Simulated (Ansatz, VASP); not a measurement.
# Si2W: VASP beside Ansatz

Wanted: the spread between two codes on one cell, functional and k mesh. The cell is taken from a series of runs on this material, whose earlier steps may have relaxed, scaled, displaced or heated it; both programs get it as it stands.

Calculated with Ansatz 0.2.0; plane waves, with VASP 6.6.1 beside it; zone-centre phonons at PBEsol.

**1. Set-up**

Symmetry: I4/mmm, No. 139, tetragonal system. Conventional cell: a = 3.180 Å, b = 3.180 Å, c = 7.771 Å, α = 90.00°, β = 90.00°, γ = 90.00°. Nearest to Si lie 5 Si at 2.58 to 2.60 Å and 5 W at 2.59 to 2.60 Å. Nearest to W lie 10 Si at 2.59 to 2.60 Å. Farther neighbours are not listed.

As a file:

```xyz
3
Lattice="-1.5899 1.5899 3.8856 1.5899 -1.5899 3.8856 1.5899 1.5899 -3.8856" Properties=species:S:1:pos:R:3 pbc="T T T"
Si    0.0000    0.0000    2.5972
Si    0.0000    0.0000    5.1739
W     0.0000    0.0000    0.0000
```

**2. VASP: zone-centre phonons, PBEsol**

Second derivatives magnify differences that forces hide, and they need a tight electronic threshold.

Lines of VASP's logs that name or quote its potential files are left out, and so is its time.

The input, INCAR:

```
SYSTEM = Si2W
PREC = Accurate
ENCUT = 600
EDIFF = 1E-08
NELM = 120
ISMEAR = 1
SIGMA = 0.2
LREAL = .FALSE.
ALGO = Normal
GGA = PS
NBANDS = 13
LASPH = .TRUE.
LORBIT = 11
LWAVE = .FALSE.
LCHARG = .FALSE.
ISIF = 2
IBRION = 8
GGA_COMPAT = .FALSE.
KPAR = 2
```

The input, POSCAR:

```
Si2W
1.0
   -1.5899408622      1.5899408622      3.8855513723
    1.5899408622     -1.5899408622      3.8855513723
    1.5899408622      1.5899408622     -3.8855513723
Si W
2 1
Direct
    0.3342118195      0.3342118195      0.0000000000
    0.6657881805      0.6657881805      0.0000000000
    0.0000000000      0.0000000000      0.0000000000
```

The input, KPOINTS:

```
Automatic mesh
0
Gamma
20 20 20
0 0 0
```

PAW data sets: Si and W (PBE family, release 64).

The run is started by

```bash
> mpirun -np 2 vasp_std
```

Numbers of over 12 decimals in the logs are rounded to 6 here.

The program printed:

```text
[banner, memory and clock lines left out]
running    2 mpi-ranks, on    1 nodes
 distrk:  each k-point on    1 cores,    2 groups
 distr:  one band on    1 cores,    1 groups

 POSCAR found type information on POSCAR SiW
 POSCAR found :  2 types and       3 ions
|                                                                             |
|               ----> ADVICE to this user running VASP <----                  |
|                                                                             |
|     You enforced a specific xc type in the INCAR file but a different       |
|     [... a line on the potential file left out ...]
|     I HOPE YOU KNOW WHAT YOU ARE DOING!                                     |
|                                                                             |

 LDA part: xc-table for (Slater+PW92), standard interpolation
 POSCAR, INCAR and KPOINTS ok, starting setup
 FFT: planning ... GRIDC
 FFT: planning ... GRID_SOFT
 FFT: planning ... GRID
 WAVECAR not read
 entering main loop
       N       E                     dE             d eps       ncg     rms          rms(c)
DAV:   1     0.339530137237E+02    0.33953E+02   -0.66533E+03 16674   0.106E+03
DAV:   2    -0.247321195470E+02   -0.58685E+02   -0.53499E+02 20290   0.205E+02
DAV:   3    -0.275413872611E+02   -0.28093E+01   -0.27119E+01 22901   0.353E+01
DAV:   4    -0.275823940007E+02   -0.41007E-01   -0.40885E-01 19727   0.484E+00
DAV:   5    -0.275830352329E+02   -0.64123E-03   -0.64101E-03 23618   0.528E-01    0.276E+01
DAV:   6    -0.268607094995E+02    0.72233E+00   -0.19435E+00 24759   0.891E+00    0.118E+01
DAV:   7    -0.267365851972E+02    0.12412E+00   -0.18921E-01 19011   0.292E+00    0.551E+00
DAV:   8    -0.267140773820E+02    0.22508E-01   -0.35642E-02 21782   0.137E+00    0.521E-01
DAV:   9    -0.267137861351E+02    0.29125E-03   -0.18922E-03 19918   0.300E-01    0.284E-01
DAV:  10    -0.267137544926E+02    0.31642E-04   -0.30466E-04 21134   0.111E-01    0.619E-02
DAV:  11    -0.267137386088E+02    0.15884E-04   -0.44914E-05 20876   0.474E-02    0.204E-02
DAV:  12    -0.267137387672E+02   -0.15837E-06   -0.14938E-06 20783   0.955E-03    0.862E-03
DAV:  13    -0.267137385806E+02    0.18665E-06   -0.10785E-07 20780   0.238E-03    0.139E-03
DAV:  14    -0.267137385633E+02    0.17269E-07   -0.56746E-09 13281   0.555E-04    0.275E-04
DAV:  15    -0.267137385667E+02   -0.33995E-08   -0.63869E-10 10728   0.267E-04
   1 F= -.26713739E+02 E0= -.26713996E+02  d E =0.772674E-03
 Linear response reoptimize wavefunctions to high precision
DAV:   1    -0.267137385744E+02   -0.77080E-08   -0.11242E-10 12814   0.901E-05
DAV:   2    -0.267137385744E+02   -0.54570E-11   -0.17590E-11 10148   0.440E-05
 Linear response DOF=           4
 Linear response progress:
  Degree of freedom:   1/  4
       N       E                     dE             d eps       ncg     rms          rms(c)
RMM:   1    -0.179882879114E-01   -0.17988E-01    0.14974E-02136154   0.894E-01
RMM:   2    -0.165780099547E-01    0.14103E-02   -0.64937E-04 88416   0.216E-01    0.956E-02
RMM:   3    -0.166520308321E-01   -0.74021E-04   -0.14254E-04 89093   0.618E-02    0.522E-02
RMM:   4    -0.168142276868E-01   -0.16220E-03   -0.92289E-05 88663   0.465E-02    0.119E-02
RMM:   5    -0.167987866922E-01    0.15441E-04   -0.14434E-06 92696   0.926E-03    0.119E-03
RMM:   6    -0.168041857183E-01   -0.53990E-05   -0.21674E-07 93688   0.168E-03    0.698E-04
RMM:   7    -0.168035943773E-01    0.59134E-06    0.96553E-09 95374   0.387E-04    0.614E-05
RMM:   8    -0.168040430435E-01   -0.44867E-06   -0.11285E-08 96635   0.126E-04    0.155E-05
RMM:   9    -0.168040114581E-01    0.31585E-07   -0.17133E-09 99706   0.342E-05    0.261E-06
RMM:  10    -0.168040177755E-01   -0.63174E-08   -0.35841E-09 99638   0.155E-05    0.109E-06
 first order change of Fermi-energy   0.17755E-04
 force on displaced ion       1 direction 1 :  -9.575   0.000  -0.000
 Linear response progress:
  Degree of freedom:   2/  4
       N       E                     dE             d eps       ncg     rms          rms(c)
RMM:   1    -0.254023206382E-01   -0.25402E-01    0.38757E-02 41955   0.111E+00
RMM:   2    -0.227080903066E-01    0.26942E-02   -0.11572E-03 26790   0.281E-01    0.152E-01
RMM:   3    -0.226922724356E-01    0.15818E-04   -0.50137E-04 26823   0.108E-01    0.103E-01
RMM:   4    -0.227793174617E-01   -0.87045E-04   -0.63621E-05 27937   0.389E-02    0.434E-02
RMM:   5    -0.228226435248E-01   -0.43326E-04   -0.45987E-06 28029   0.107E-02    0.131E-02
RMM:   6    -0.228254654542E-01   -0.28219E-05   -0.40033E-07 28262   0.335E-03    0.195E-03
RMM:   7    -0.228236376445E-01    0.18278E-05   -0.77654E-08 28886   0.122E-03    0.617E-04
RMM:   8    -0.228235762348E-01    0.61410E-07   -0.22240E-09 29678   0.230E-04    0.111E-04
RMM:   9    -0.228238285134E-01   -0.25228E-06   -0.39036E-09 29426   0.721E-05    0.141E-05
RMM:  10    -0.228238084300E-01    0.20083E-07   -0.15258E-09 30649   0.223E-05    0.477E-06
RMM:  11    -0.228238102798E-01   -0.18498E-08   -0.65431E-10 29796   0.148E-05    0.721E-07
 first order change of Fermi-energy  -0.44891E+00
 force on displaced ion       1 direction 3 :   0.000   0.000 -15.153
 Linear response progress:
  Degree of freedom:   3/  4
       N       E                     dE             d eps       ncg     rms          rms(c)
RMM:   1    -0.121213570995E+00   -0.12121E+00   -0.10432E-01 59393   0.180E+00
RMM:   2    -0.120130278249E+00    0.10833E-02   -0.13413E-03 47256   0.263E-01    0.157E-01
RMM:   3    -0.119755071283E+00    0.37521E-03   -0.20405E-04 48453   0.810E-02    0.888E-02
RMM:   4    -0.119860709337E+00   -0.10564E-03   -0.25799E-04 47851   0.939E-02    0.122E-02
RMM:   5    -0.119850684741E+00    0.10025E-04   -0.69435E-06 51724   0.171E-02    0.353E-03
RMM:   6    -0.119856137691E+00   -0.54530E-05   -0.13508E-07 50980   0.222E-03    0.819E-04
RMM:   7    -0.119855788523E+00    0.34917E-06   -0.95928E-09 52926   0.567E-04    0.122E-04
RMM:   8    -0.119855707125E+00    0.81398E-07   -0.27648E-09 53017   0.136E-04    0.348E-05
RMM:   9    -0.119855468413E+00    0.23871E-06   -0.24036E-09 54697   0.534E-05    0.597E-06
RMM:  10    -0.119855423736E+00    0.44677E-07    0.32295E-09 55422   0.293E-05    0.250E-06
RMM:  11    -0.119855444470E+00   -0.20734E-07   -0.37949E-09 54054   0.238E-05    0.153E-07
RMM:  12    -0.119855444915E+00   -0.44504E-09   -0.12248E-09 38778   0.200E-05    0.726E-08
 first order change of Fermi-energy  -0.84191E-03
 force on displaced ion       3 direction 1 : -12.025  -0.000  -0.000
 Linear response progress:
  Degree of freedom:   4/  4
       N       E                     dE             d eps       ncg     rms          rms(c)
RMM:   1    -0.138513923177E+00   -0.13851E+00   -0.12832E-01 32624   0.187E+00
RMM:   2    -0.133926017384E+00    0.45879E-02   -0.21688E-03 25831   0.321E-01    0.184E-01
RMM:   3    -0.133275598814E+00    0.65042E-03   -0.74872E-04 26827   0.131E-01    0.980E-02
RMM:   4    -0.133315525735E+00   -0.39927E-04   -0.28789E-04 26818   0.935E-02    0.280E-02
RMM:   5    -0.133373933171E+00   -0.58407E-04   -0.42392E-05 26769   0.384E-02    0.693E-03
RMM:   6    -0.133383402244E+00   -0.94691E-05   -0.76952E-07 29226   0.524E-03    0.170E-03
RMM:   7    -0.133376422359E+00    0.69799E-05   -0.12790E-07 27777   0.171E-03    0.220E-04
RMM:   8    -0.133377000061E+00   -0.57770E-06   -0.42155E-09 29301   0.305E-04    0.104E-04
RMM:   9    -0.133377080933E+00   -0.80873E-07   -0.21143E-09 29957   0.783E-05    0.484E-05
RMM:  10    -0.133377052227E+00    0.28707E-07   -0.26902E-09 29935   0.427E-05    0.371E-06
RMM:  11    -0.133377067451E+00   -0.15224E-07    0.39082E-10 30907   0.259E-05    0.130E-06
RMM:  12    -0.133377068225E+00   -0.77368E-09   -0.49851E-09 24421   0.216E-05    0.284E-07
 first order change of Fermi-energy   0.50656E-03
 force on displaced ion       3 direction 3 :   0.000   0.000 -16.243
 Linear response finished
```

OUTCAR, selected parts (step 2):

```text
ion  position               nearest neighbor table
   1  0.334  0.334  0.000-   2 2.58   3 2.59   3 2.59   3 2.59   3 2.59   3 2.60   2 2.60   2 2.60
                             2 2.60   2 2.60
   2  0.666  0.666  0.000-   1 2.58   3 2.59   3 2.59   3 2.59   3 2.59   3 2.60   1 2.60   1 2.60
                             1 2.60   1 2.60
   3  0.000  0.000  0.000-   2 2.59   2 2.59   2 2.59   1 2.59   2 2.59   1 2.59   1 2.59   1 2.59
                             1 2.60   2 2.60

  LATTYP: Found a body centered tetragonal cell.
 ALAT       =     3.1798817244
 C/A-ratio  =     2.4438338964

 Subroutine GETGRP returns: Found 16 space group operations
 (whereof 16 operations were pure point group operations)

The static configuration has the point symmetry D_4h.

 Found    641 irreducible k-points:

   k-points           NKPTS =    641   k-points in BZ     NKDIM =    641   number of bands    NBANDS=     13

   dimension x,y,z NGX =    36 NGY =   36 NGZ =   36
   dimension x,y,z NGXF=    72 NGYF=   72 NGZF=   72

   ENCUT  =  600.0 eV  44.10 Ry    6.64 a.u.   8.97  8.97  8.97*2*pi/ulx,y,z

   NELECT =      14.0000    total number of electrons

 k-points in reciprocal lattice and weights: Automatic mesh
   0.00000000  0.00000000  0.00000000       0.000
   0.05000000  0.00000000 -0.00000000       0.001
   0.10000000 -0.00000000  0.00000000       0.001
   0.15000000 -0.00000000  0.00000000       0.001
   0.20000000 -0.00000000  0.00000000       0.001
   0.25000000 -0.00000000  0.00000000       0.001
   0.30000000 -0.00000000  0.00000000       0.001
   0.35000000  0.00000000  0.00000000       0.001
   0.40000000 -0.00000000  0.00000000       0.001
[...]
-0.45000000 -0.45000000  0.45000000       0.000
   0.50000000  0.50000000  0.50000000       0.000

 average (electrostatic) potential at core
       1 -78.6850       2 -78.6850       3 -34.1873

  Total        1.1564882      1.1564882      1.1591170      0.0000000      0.0000000      0.0000000
  in kB       47.1603711     47.1603711     47.2675706      0.0000000      0.0000000      0.0000000
  external PRESSURE =      47.1961043 kB  Pullay stress =       0.0000000 kB

  energy-cutoff  :      600.00
  volume of cell :       39.29
      direct lattice vectors                 reciprocal lattice vectors
    -1.589940862  1.589940862  3.885551372     0.000000000  0.314477105  0.128681866
     1.589940862 -1.589940862  3.885551372     0.314477105  0.000000000  0.128681866
     1.589940862  1.589940862 -3.885551372     0.314477105  0.314477105  0.000000000

 POSITION                                       TOTAL-FORCE (eV/Angst)
 -----------------------------------------------------------------------------------
      0.00000      0.00000      2.59719         0.000000      0.000000      0.002016
      0.00000      0.00000      5.17391         0.000000      0.000000     -0.002016
      0.00000      0.00000      0.00000        -0.000000     -0.000000      0.000000
 -----------------------------------------------------------------------------------
    total drift:                               -0.000000     -0.000000      0.000000

 Eigenvectors and eigenvalues of the dynamical matrix
 ----------------------------------------------------

   1 f  =   13.894917 THz    87.304340 2PiTHz  463.484552 cm-1    57.464735 meV
             X         Y         Z           dx          dy          dz
      0.000000  0.000000  2.597194     0.000000   -0.000000    0.707107
      0.000000  0.000000  5.173908     0.000000    0.000000   -0.707107
      0.000000  0.000000  0.000000    -0.000000    0.000000    0.000000

   2 f  =   10.693116 THz    67.186828 2PiTHz  356.683948 cm-1    44.223153 meV
             X         Y         Z           dx          dy          dz
      0.000000  0.000000  2.597194     0.625001   -0.330717    0.000000
      0.000000  0.000000  5.173908    -0.625001    0.330717    0.000000
      0.000000  0.000000  0.000000     0.000000    0.000000    0.000000

   3 f  =   10.693116 THz    67.186828 2PiTHz  356.683948 cm-1    44.223153 meV
             X         Y         Z           dx          dy          dz
      0.000000  0.000000  2.597194     0.330717    0.625001    0.000000
      0.000000  0.000000  5.173908    -0.330717   -0.625001   -0.000000
      0.000000  0.000000  0.000000     0.000000    0.000000    0.000000

   4 f  =    9.605065 THz    60.350404 2PiTHz  320.390486 cm-1    39.723340 meV
             X         Y         Z           dx          dy          dz
      0.000000  0.000000  2.597194     0.000000   -0.000000   -0.618852
      0.000000  0.000000  5.173908     0.000000   -0.000000   -0.618852
      0.000000  0.000000  0.000000    -0.000000    0.000000    0.483780

   5 f  =    8.264170 THz    51.925313 2PiTHz  275.663045 cm-1    34.177846 meV
             X         Y         Z           dx          dy          dz
      0.000000  0.000000  2.597194     0.618847    0.000000   -0.000000
      0.000000  0.000000  5.173908     0.618847   -0.000000    0.000000
      0.000000  0.000000  0.000000    -0.483794   -0.000000    0.000000

   6 f  =    8.264170 THz    51.925313 2PiTHz  275.663045 cm-1    34.177846 meV
             X         Y         Z           dx          dy          dz
      0.000000  0.000000  2.597194     0.000000   -0.618847    0.000000
      0.000000  0.000000  5.173908     0.000000   -0.618847    0.000000
      0.000000  0.000000  0.000000    -0.000000    0.483794   -0.000000

   7 f/i=    0.000240 THz     0.001510 2PiTHz    0.008016 cm-1     0.000994 meV
             X         Y         Z           dx          dy          dz
      0.000000  0.000000  2.597194     0.000000   -0.000000    0.342084
      0.000000  0.000000  5.173908     0.000000   -0.000000    0.342084
      0.000000  0.000000  0.000000    -0.000000   -0.000000    0.875189

   8 f/i=    0.000339 THz     0.002132 2PiTHz    0.011317 cm-1     0.001403 meV
             X         Y         Z           dx          dy          dz
      0.000000  0.000000  2.597194     0.342094   -0.000000   -0.000000
      0.000000  0.000000  5.173908     0.342094    0.000000    0.000000
      0.000000  0.000000  0.000000     0.875182    0.000000    0.000000

   9 f/i=    0.000339 THz     0.002132 2PiTHz    0.011317 cm-1     0.001403 meV
             X         Y         Z           dx          dy          dz
      0.000000  0.000000  2.597194     0.000000   -0.342094   -0.000000
      0.000000  0.000000  5.173908     0.000000   -0.342094   -0.000000
      0.000000  0.000000  0.000000    -0.000000   -0.875182   -0.000000

 ELASTIC MODULI CONTR FROM IONIC RELAXATION (kBar)
 Direction    XX          YY          ZZ          XY          YZ          ZX
 --------------------------------------------------------------------------------
 XX         -28.5867    -28.5867    -29.6412      0.0000      0.0000     -0.0000
 YY         -28.5867    -28.5867    -29.6412      0.0000      0.0000     -0.0000
 ZZ         -29.6412    -29.6412    -30.7346      0.0000      0.0000     -0.0000
 XY           0.0000      0.0000      0.0000      0.0000      0.0000      0.0000
 YZ           0.0000      0.0000      0.0000      0.0000    -34.3093      0.0000
 ZX          -0.0000     -0.0000     -0.0000      0.0000      0.0000    -13.8212
 --------------------------------------------------------------------------------
```

(Continued in part 2 of 2.)

[Lines on the potential files, build, host, timing and source positions are cut from VASP's logs without a mark.]

[Logs are printed without paths, hosts, clocks, repeated set-up lines and the standing remarks that a program may print on its own settings, such as how far it seeks lower states.]

[Hosts, paths, dates, database ids (printed as entryN), source tags and the programs' standing remarks are cut or masked in the printed files.]
